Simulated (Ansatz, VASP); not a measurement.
# Sc5W in VASP and in Ansatz

```
CELL_PARAMETERS angstrom
0.00000 3.94535 3.94535
3.94535 0.00000 3.94535
3.94535 3.94535 0.00000
ATOMIC_POSITIONS crystal
Sc 0.25000 0.25000 0.25000
Sc 0.12500 0.62500 0.62500
Sc 0.62500 0.62500 0.62500
Sc 0.62500 0.12500 0.62500
Sc 0.62500 0.62500 0.12500
W 0.00000 0.00000 0.00000
```

Change from the starting cell: species swapped into the ZrNi5 type (F-43m, No. 216).

Alike in both runs: task single point; functional PBE; k mesh 4 × 4 × 4; occupations gaussian, width 0.1 eV; no spin polarisation.

|  | VASP | Ansatz |
| --- | --- | --- |
| version | VASP 6.6.1 | Ansatz 0.2.0 |
| potentials or method | VASP PAW PBE potentials, release 64 (Sc_sv, W_sv) | scalar-relativistic, plane waves, PAW |
| plane-wave cutoff (eV) | 520 | 420 |
| valence electrons in the cell | 69 | 69 |

```tsv
	VASP	Ansatz	Ansatz less VASP
gap on the k mesh at the Fermi level (eV)	none	none	-
pressure (GPa)	5.5	5.4	-0.13
rms of the force components (eV/Å)	0.287	0.287	0.0000
```

A gap of «none» marks a metal or a gap that the smearing closes. The functional is the same, so the differences come from potentials, cutoffs and numerics.

Spin-orbit coupling is left out, which matters for the levels of W.
